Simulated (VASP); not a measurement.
Input:

```xyz
5
Lattice="4.0743 0.0000 0.0000 0.0000 4.0743 0.0000 0.0000 0.0000 4.0743" Properties=species:S:1:pos:R:3 pbc="T T T"
K      0.0000     0.0000     0.0000
Ta     2.0372     2.0372     2.0372
O      2.0372     0.0000     2.0372
O      0.0000     2.0372     2.0372
O      2.0372     2.0372     0.0000
```

All values below come from r2SCAN meta-GGA, VASP's PBE PAW potentials (set 64) (plane waves; VASP). Settings: 520 eV cut-off, 6×6×6 Γ-centred mesh, Gaussian smearing of 0.050 eV, potentials K_sv Ta_pv O.

### Question
Give the stress tensor in GPa (positive for a compressed cell).

### Answer

```
-10.71    0.00    0.00
  0.00  -10.71    0.00
  0.00    0.00  -10.71
```
The pressure is its mean diagonal, -10.71 GPa.

The compound is KTaO3 in the cubic perovskite structure. This cell is one point of a volume scan, at 1.06 of the reference volume.
